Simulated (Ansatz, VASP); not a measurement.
# SnO (Romarchite) in two plane-wave programs

Wanted: the spread between two codes on one cell, functional and k mesh. The cell is taken from a series of runs on this material, whose earlier steps may have relaxed, scaled, displaced or heated it; both programs get it as it stands.

Main program and level: Ansatz 0.2.0; plane waves, with VASP 6.6.1 beside it; zone-centre phonons at LDA.

## 1. Set-up

It takes space group P4/nmm (No. 129, tetragonal). The conventional cell has a = 3.768 Å, b = 3.768 Å, c = 4.658 Å, α = 90.00°, β = 90.00°, γ = 90.00°. Nearest to Sn lie 4 O at 2.20 Å. Nearest to O lie 4 Sn at 2.20 Å. Farther neighbours and most contacts between anions are not listed.

## 2. VASP: zone-centre phonons, LDA

Second derivatives magnify differences that forces hide, and they need a tight electronic threshold.

Lines of VASP's logs that name or quote its potential files are left out, and so is its time.

Contents of INCAR:

```
SYSTEM = SnO
PREC = Accurate
ENCUT = 600
EDIFF = 1E-08
NELM = 120
ISMEAR = -1
SIGMA = 0.1
LREAL = .FALSE.
ALGO = Normal
GGA = CA
NBANDS = 26
LORBIT = 11
LWAVE = .FALSE.
LCHARG = .FALSE.
ISIF = 2
IBRION = 8
LASPH = .TRUE.
GGA_COMPAT = .FALSE.
KPAR = 2
```

Contents of POSCAR:

```
SnO
1.0
    3.7678497481      0.0000000000      0.0000000000
    0.0000000000      3.7678497481      0.0000000000
    0.0000000000      0.0000000000      4.6582232610
Sn O
2 2
Direct
    0.5000000000      0.0000000000      0.2456084519
    0.0000000000      0.5000000000      0.7543915481
    0.0000000000      0.0000000000      0.0000000000
    0.5000000000      0.5000000000      0.0000000000
```

Contents of KPOINTS:

```
Automatic mesh
0
Gamma
12 12 10
0 0 0
```

Potentials, in the order of the species: Sn_d and O (LDA family, release 64).

Launch:

```sh
mpirun -np 2 vasp_std
```

Numbers of over 12 decimals in the logs are rounded to 6 here.

What it wrote:

```text
[banner, memory and clock lines left out]
running    2 mpi-ranks, on    1 nodes
 distrk:  each k-point on    1 cores,    2 groups
 distr:  one band on    1 cores,    1 groups

 POSCAR found type information on POSCAR SnO
 POSCAR found :  2 types and       4 ions
 LDA part: xc-table for (Slater(with rela. corr.)+CA(PZ))
 , standard interpolation
 POSCAR, INCAR and KPOINTS ok, starting setup
 FFT: planning ... GRIDC
 FFT: planning ... GRID_SOFT
 FFT: planning ... GRID
 WAVECAR not read
 entering main loop
       N       E                     dE             d eps       ncg     rms          rms(c)
DAV:   1     0.424274792974E+03    0.42427E+03   -0.22084E+04  8886   0.262E+03
DAV:   2     0.357380940187E+02   -0.38854E+03   -0.37764E+03  9080   0.578E+02
DAV:   3    -0.261445959276E+02   -0.61883E+02   -0.60816E+02 10068   0.197E+02
DAV:   4    -0.292003468204E+02   -0.30558E+01   -0.30404E+01 10432   0.452E+01
DAV:   5    -0.292690456319E+02   -0.68699E-01   -0.68615E-01 10502   0.733E+00    0.114E+01
DAV:   6    -0.258318242611E+02    0.34372E+01   -0.17278E+01 14444   0.483E+01    0.496E+00
DAV:   7    -0.257921460362E+02    0.39678E-01   -0.19999E+00 10216   0.921E+00    0.246E+00
DAV:   8    -0.257561525191E+02    0.35994E-01   -0.38651E-01 12696   0.443E+00    0.834E-01
DAV:   9    -0.257395037350E+02    0.16649E-01   -0.69168E-02 13610   0.293E+00    0.219E-01
DAV:  10    -0.257403599170E+02   -0.85618E-03   -0.86665E-03 13030   0.870E-01    0.143E-01
DAV:  11    -0.257399391630E+02    0.42075E-03   -0.18988E-03 13468   0.458E-01    0.241E-02
DAV:  12    -0.257399681923E+02   -0.29029E-04   -0.30044E-04  9070   0.101E-01    0.294E-02
DAV:  13    -0.257399634266E+02    0.47657E-05   -0.32323E-05 13074   0.631E-02    0.225E-03
DAV:  14    -0.257399635794E+02   -0.15277E-06   -0.26791E-06 11420   0.153E-02    0.279E-03
DAV:  15    -0.257399635521E+02    0.27274E-07   -0.22478E-07 12550   0.384E-03    0.178E-03
DAV:  16    -0.257399635381E+02    0.13993E-07   -0.43296E-08  9012   0.187E-03    0.410E-04
DAV:  17    -0.257399635382E+02   -0.93678E-10   -0.43627E-09  4716   0.527E-04
   1 F= -.25739964E+02 E0= -.25736074E+02  d E =-.777816E-02
 Linear response reoptimize wavefunctions to high precision
DAV:   1    -0.257399635382E+02    0.28194E-10   -0.11797E-09  4900   0.521E-04
DAV:   2    -0.257399635382E+02   -0.16371E-10   -0.45919E-10  4664   0.193E-04
 Linear response DOF=           4
 Linear response progress:
  Degree of freedom:   1/  4
       N       E                     dE             d eps       ncg     rms          rms(c)
RMM:   1    -0.213231207148E+00   -0.21323E+00    0.86299E-01 29544   0.115E+01
RMM:   2    -0.219307797131E+00   -0.60766E-02   -0.17729E-02 39609   0.108E+00    0.787E-02
RMM:   3    -0.219324519289E+00   -0.16722E-04   -0.13893E-03 41218   0.265E-01    0.395E-02
RMM:   4    -0.219101245778E+00    0.22327E-03   -0.27143E-05 42707   0.750E-02    0.161E-02
RMM:   5    -0.219053600527E+00    0.47645E-04    0.19704E-05 43335   0.227E-02    0.548E-03
RMM:   6    -0.219065497080E+00   -0.11897E-04    0.98591E-06 44944   0.768E-03    0.259E-03
RMM:   7    -0.219077866816E+00   -0.12370E-04    0.84441E-07 44101   0.256E-03    0.449E-04
RMM:   8    -0.219078295480E+00   -0.42866E-06    0.33085E-07 44623   0.107E-03    0.955E-05
RMM:   9    -0.219077523137E+00    0.77234E-06    0.12241E-06 45136   0.466E-04    0.413E-05
RMM:  10    -0.219077694971E+00   -0.17183E-06    0.12048E-06 46805   0.234E-04    0.275E-05
RMM:  11    -0.219077753482E+00   -0.58512E-07    0.87768E-07 46698   0.138E-04    0.109E-05
RMM:  12    -0.219077800504E+00   -0.47021E-07    0.26759E-07 47616   0.969E-05    0.194E-06
RMM:  13    -0.219077816861E+00   -0.16357E-07    0.71462E-08 47248   0.780E-05    0.147E-06
RMM:  14    -0.219077814186E+00    0.26745E-08    0.21531E-08 45404   0.681E-05    0.307E-07
 first order change of Fermi-energy   0.14184E-04
 force on displaced ion       1 direction 1 :  -5.434   0.000   0.000
 Linear response progress:
  Degree of freedom:   2/  4
       N       E                     dE             d eps       ncg     rms          rms(c)
RMM:   1    -0.218795155161E+00   -0.21880E+00    0.11835E+00 11271   0.128E+01
RMM:   2    -0.224105866451E+00   -0.53107E-02   -0.18809E-02 14679   0.125E+00    0.130E-01
RMM:   3    -0.223677322938E+00    0.42854E-03   -0.23623E-03 15496   0.381E-01    0.662E-02
RMM:   4    -0.223130381189E+00    0.54694E-03   -0.25862E-04 15838   0.139E-01    0.223E-02
RMM:   5    -0.223038749854E+00    0.91631E-04   -0.74766E-05 16958   0.433E-02    0.791E-03
RMM:   6    -0.223055641120E+00   -0.16891E-04   -0.29827E-05 16477   0.137E-02    0.348E-03
RMM:   7    -0.223060943334E+00   -0.53022E-05   -0.58997E-06 17216   0.489E-03    0.253E-03
RMM:   8    -0.223067899675E+00   -0.69563E-05   -0.47071E-07 15064   0.255E-03    0.673E-04
RMM:   9    -0.223071041286E+00   -0.31416E-05   -0.15291E-06 17488   0.104E-03    0.275E-04
RMM:  10    -0.223071737257E+00   -0.69597E-06   -0.86748E-07 16291   0.390E-04    0.370E-05
RMM:  11    -0.223071875150E+00   -0.13789E-06   -0.87532E-08 18050   0.189E-04    0.167E-05
RMM:  12    -0.223071978947E+00   -0.10380E-06   -0.19454E-07 17544   0.103E-04    0.599E-06
RMM:  13    -0.223071943676E+00    0.35271E-07   -0.32480E-08 18377   0.700E-05    0.219E-06
RMM:  14    -0.223071939657E+00    0.40190E-08    0.52473E-08 17133   0.566E-05    0.114E-06
 first order change of Fermi-energy  -0.14297E+01
 force on displaced ion       1 direction 3 :   0.000   0.000 -13.422
 Linear response progress:
  Degree of freedom:   3/  4
       N       E                     dE             d eps       ncg     rms          rms(c)
RMM:   1    -0.369187329428E+00   -0.36919E+00    0.34672E-01 43472   0.335E+00
RMM:   2    -0.359491955306E+00    0.96954E-02   -0.84120E-03 34971   0.908E-01    0.129E-01
RMM:   3    -0.361084890427E+00   -0.15929E-02   -0.13685E-03 39482   0.259E-01    0.651E-02
RMM:   4    -0.362468335488E+00   -0.13834E-02   -0.49192E-04 38805   0.131E-01    0.134E-02
RMM:   5    -0.362508151044E+00   -0.39816E-04   -0.81163E-06 41556   0.273E-02    0.434E-03
RMM:   6    -0.362496712556E+00    0.11438E-04   -0.84490E-07 42240   0.723E-03    0.128E-03
RMM:   7    -0.362496716634E+00   -0.40781E-08   -0.11724E-07 42560   0.196E-03    0.270E-04
RMM:   8    -0.362496286936E+00    0.42970E-06   -0.66341E-08 42786   0.621E-04    0.133E-04
RMM:   9    -0.362496317132E+00   -0.30196E-07   -0.70404E-08 43421   0.229E-04    0.673E-05
RMM:  10    -0.362496483995E+00   -0.16686E-06   -0.57160E-08 43267   0.117E-04    0.882E-06
RMM:  11    -0.362496465554E+00    0.18442E-07   -0.85485E-10 45461   0.688E-05    0.476E-06
RMM:  12    -0.362496453037E+00    0.12516E-07   -0.75097E-08 43704   0.537E-05    0.853E-07
RMM:  13    -0.362496458140E+00   -0.51022E-08   -0.55931E-08 41426   0.486E-05    0.309E-07
 first order change of Fermi-energy   0.33143E-04
 force on displaced ion       3 direction 1 :  -8.731   0.000  -0.001
 Linear response progress:
  Degree of freedom:   4/  4
       N       E                     dE             d eps       ncg     rms          rms(c)
RMM:   1    -0.373774600457E+00   -0.37377E+00    0.36273E-01 30833   0.333E+00
RMM:   2    -0.363678027367E+00    0.10097E-01   -0.95631E-03 23569   0.864E-01    0.130E-01
RMM:   3    -0.364885590236E+00   -0.12076E-02   -0.13386E-03 26754   0.251E-01    0.642E-02
RMM:   4    -0.366111958356E+00   -0.12264E-02   -0.44643E-04 25978   0.124E-01    0.134E-02
RMM:   5    -0.366181987556E+00   -0.70029E-04   -0.12729E-05 26602   0.309E-02    0.348E-03
RMM:   6    -0.366170702853E+00    0.11285E-04   -0.18010E-06 27842   0.978E-03    0.151E-03
RMM:   7    -0.366171760824E+00   -0.10580E-05   -0.34536E-07 26435   0.299E-03    0.445E-04
RMM:   8    -0.366173035780E+00   -0.12750E-05    0.15907E-07 28509   0.111E-03    0.188E-04
RMM:   9    -0.366173476923E+00   -0.44114E-06    0.53919E-08 28826   0.377E-04    0.735E-05
RMM:  10    -0.366173642482E+00   -0.16556E-06    0.52284E-08 28111   0.161E-04    0.199E-05
RMM:  11    -0.366173635540E+00    0.69424E-08    0.13431E-08 30485   0.810E-05    0.400E-06
 first order change of Fermi-energy  -0.31143E-04
 force on displaced ion       3 direction 3 :   0.000   0.000  -7.471
 Linear response finished
```

OUTCAR, selected parts (step 2):

```text
ion  position               nearest neighbor table
   1  0.500  0.000  0.246-   3 2.20   4 2.20   4 2.20   3 2.20   2 3.51   2 3.51   2 3.51   2 3.51
                             2 3.57   2 3.57   2 3.57   2 3.57
   2  0.000  0.500  0.754-   3 2.20   4 2.20   3 2.20   4 2.20   1 3.51   1 3.51   1 3.51   1 3.51
                             1 3.57   1 3.57   1 3.57   1 3.57
   3  0.000  0.000  0.000-   1 2.20   2 2.20   2 2.20   1 2.20
   4  0.500  0.500  0.000-   1 2.20   2 2.20   1 2.20   2 2.20

  LATTYP: Found a simple tetragonal cell.
 ALAT       =     3.7678497481
 C/A-ratio  =     1.2363081260

 Subroutine GETGRP returns: Found 16 space group operations
 (whereof  8 operations were pure point group operations)

The static configuration has the point symmetry D_2d.
 The point group associated with its full space group is D_4h.

 Found    168 irreducible k-points:

   k-points           NKPTS =    168   k-points in BZ     NKDIM =    168   number of bands    NBANDS=     26

   dimension x,y,z NGX =    30 NGY =   30 NGZ =   40
   dimension x,y,z NGXF=    60 NGYF=   60 NGZF=   80

   ENCUT  =  600.0 eV  44.10 Ry    6.64 a.u.   7.53  7.53  9.30*2*pi/ulx,y,z

   NELECT =      40.0000    total number of electrons

 k-points in reciprocal lattice and weights: Automatic mesh
   0.00000000  0.00000000  0.00000000       0.001
   0.08333333  0.00000000  0.00000000       0.003
   0.16666667  0.00000000  0.00000000       0.003
   0.25000000  0.00000000  0.00000000       0.003
   0.33333333  0.00000000  0.00000000       0.003
   0.41666667  0.00000000  0.00000000       0.003
   0.50000000  0.00000000  0.00000000       0.001
   0.08333333  0.08333333  0.00000000       0.003
   0.16666667  0.08333333  0.00000000       0.006
[...]
0.50000000  0.41666667  0.50000000       0.003
   0.50000000  0.50000000  0.50000000       0.001

 average (electrostatic) potential at core
       1 -99.2022       2 -99.2022       3 -69.4771       4 -69.4771

  Total        0.0620799      0.0620799      0.1252747      0.0000000      0.0000000      0.0000000
  in kB        1.5040230      1.5040230      3.0350551      0.0000000      0.0000000      0.0000000
  external PRESSURE =       2.0143670 kB  Pullay stress =       0.0000000 kB

  energy-cutoff  :      600.00
  volume of cell :       66.13
      direct lattice vectors                 reciprocal lattice vectors
     3.767849748  0.000000000  0.000000000     0.265403364  0.000000000  0.000000000
     0.000000000  3.767849748  0.000000000     0.000000000  0.265403364  0.000000000
     0.000000000  0.000000000  4.658223261     0.000000000  0.000000000  0.214674124

 POSITION                                       TOTAL-FORCE (eV/Angst)
 -----------------------------------------------------------------------------------
      1.88392      0.00000      1.14410         0.000000      0.000000      0.135576
      0.00000      1.88392      3.51412         0.000000      0.000000     -0.135576
      0.00000      0.00000      0.00000         0.000000      0.000000      0.000000
      1.88392      1.88392      0.00000        -0.000000     -0.000000      0.000000
 -----------------------------------------------------------------------------------
    total drift:                                0.000000      0.000000      0.000000

 Eigenvectors and eigenvalues of the dynamical matrix
 ----------------------------------------------------

   1 f  =   14.277556 THz    89.708527 2PiTHz  476.247990 cm-1    59.047199 meV
             X         Y         Z           dx          dy          dz
      1.883925  0.000000  1.144099     0.012458    0.045318   -0.000000
      0.000000  1.883925  3.514124    -0.012458   -0.045318    0.000000
      0.000000  0.000000  0.000000    -0.187009    0.680308    0.000000
      1.883925  1.883925  0.000000     0.187009   -0.680308   -0.000000

   2 f  =   14.277556 THz    89.708527 2PiTHz  476.247990 cm-1    59.047199 meV
             X         Y         Z           dx          dy          dz
      1.883925  0.000000  1.144099    -0.045318    0.012458    0.000000
      0.000000  1.883925  3.514124     0.045318   -0.012458    0.000000
      0.000000  0.000000  0.000000     0.680308    0.187009   -0.000000
      1.883925  1.883925  0.000000    -0.680308   -0.187009   -0.000000

   3 f  =   11.192509 THz    70.324607 2PiTHz  373.341909 cm-1    46.288476 meV
             X         Y         Z           dx          dy          dz
      1.883925  0.000000  1.144099    -0.000000   -0.000000   -0.243819
      0.000000  1.883925  3.514124    -0.000000   -0.000000   -0.243819
      0.000000  0.000000  0.000000     0.000000    0.000000    0.663741
      1.883925  1.883925  0.000000     0.000000    0.000000    0.663741

   4 f  =   10.856636 THz    68.214254 2PiTHz  362.138386 cm-1    44.899417 meV
             X         Y         Z           dx          dy          dz
      1.883925  0.000000  1.144099    -0.000000    0.000000   -0.000000
      0.000000  1.883925  3.514124    -0.000000    0.000000   -0.000000
      0.000000  0.000000  0.000000     0.000000    0.000000    0.707107
      1.883925  1.883925  0.000000     0.000000   -0.000000   -0.707107

   5 f  =    8.504419 THz    53.434844 2PiTHz  283.676899 cm-1    35.171437 meV
             X         Y         Z           dx          dy          dz
      1.883925  0.000000  1.144099     0.241534    0.034076   -0.000000
      0.000000  1.883925  3.514124     0.241534    0.034076    0.000000
      0.000000  0.000000  0.000000    -0.657194   -0.092719    0.000000
      1.883925  1.883925  0.000000    -0.657194   -0.092719   -0.000000

   6 f  =    8.504419 THz    53.434844 2PiTHz  283.676899 cm-1    35.171437 meV
             X         Y         Z           dx          dy          dz
      1.883925  0.000000  1.144099    -0.034076    0.241534    0.000000
      0.000000  1.883925  3.514124    -0.034076    0.241534    0.000000
      0.000000  0.000000  0.000000     0.092719   -0.657194    0.000000
      1.883925  1.883925  0.000000     0.092719   -0.657194    0.000000

   7 f  =    6.353812 THz    39.922178 2PiTHz  211.940354 cm-1    26.277243 meV
             X         Y         Z           dx          dy          dz
      1.883925  0.000000  1.144099     0.000000   -0.000000   -0.707107
      0.000000  1.883925  3.514124     0.000000   -0.000000    0.707107
      0.000000  0.000000  0.000000     0.000000   -0.000000    0.000000
      1.883925  1.883925  0.000000     0.000000    0.000000    0.000000

   8 f  =    3.595235 THz    22.589526 2PiTHz  119.924124 cm-1    14.868690 meV
             X         Y         Z           dx          dy          dz
      1.883925  0.000000  1.144099    -0.084378   -0.700479    0.000000
      0.000000  1.883925  3.514124     0.084378    0.700479    0.000000
      0.000000  0.000000  0.000000    -0.005621    0.046662    0.000000
      1.883925  1.883925  0.000000     0.005621   -0.046662    0.000000

   9 f  =    3.595235 THz    22.589526 2PiTHz  119.924124 cm-1    14.868690 meV
             X         Y         Z           dx          dy          dz
      1.883925  0.000000  1.144099     0.700479   -0.084378   -0.000000
      0.000000  1.883925  3.514124    -0.700479    0.084378    0.000000
      0.000000  0.000000  0.000000     0.046662    0.005621    0.000000
      1.883925  1.883925  0.000000    -0.046662   -0.005621    0.000000

  10 f/i=    0.002107 THz     0.013236 2PiTHz    0.070270 cm-1     0.008712 meV
             X         Y         Z           dx          dy          dz
      1.883925  0.000000  1.144099    -0.000000    0.000000   -0.663741
      0.000000  1.883925  3.514124    -0.000000    0.000000   -0.663741
      0.000000  0.000000  0.000000    -0.000000    0.000000   -0.243819
      1.883925  1.883925  0.000000    -0.000000    0.000000   -0.243819

  11 f/i=    0.002968 THz     0.018652 2PiTHz    0.099018 cm-1     0.012277 meV
             X         Y         Z           dx          dy          dz
      1.883925  0.000000  1.144099    -0.221750    0.625561    0.000000
      0.000000  1.883925  3.514124    -0.221750    0.625561    0.000000
      0.000000  0.000000  0.000000    -0.081498    0.229908    0.000000
      1.883925  1.883925  0.000000    -0.081498    0.229908    0.000000

  12 f/i=    0.002968 THz     0.018652 2PiTHz    0.099018 cm-1     0.012277 meV
             X         Y         Z           dx          dy          dz
      1.883925  0.000000  1.144099     0.625561    0.221750    0.000000
      0.000000  1.883925  3.514124     0.625561    0.221750    0.000000
      0.000000  0.000000  0.000000     0.229908    0.081498    0.000000
      1.883925  1.883925  0.000000     0.229908    0.081498    0.000000

 ELASTIC MODULI CONTR FROM IONIC RELAXATION (kBar)
 Direction    XX          YY          ZZ          XY          YZ          ZX
 --------------------------------------------------------------------------------
 XX        -708.4523    -67.4032   -569.1099      0.0000      0.0000      0.0000
 YY         -67.4032   -708.4523   -569.1099      0.0000      0.0000     -0.0000
 ZZ        -569.1099   -569.1099   -834.9133      0.0000      0.0000     -0.0000
 XY           0.0000      0.0000      0.0000      0.0000      0.0000      0.0000
 YZ           0.0000      0.0000      0.0000      0.0000   -264.9222      0.0000
 ZX           0.0000     -0.0000     -0.0000      0.0000      0.0000   -344.7351
 --------------------------------------------------------------------------------
```

(Part 1 of 2 ends here.)

[Lines on the potential files, build, host, timing and source positions are cut from VASP's logs without a mark.]

[Logs are printed without paths, hosts, clocks, repeated set-up lines and the standing remarks that a program may print on its own settings, such as how far it seeks lower states.]

[Hosts, paths, dates, database ids (printed as entryN), source tags and the programs' standing remarks are cut or masked in the printed files.]
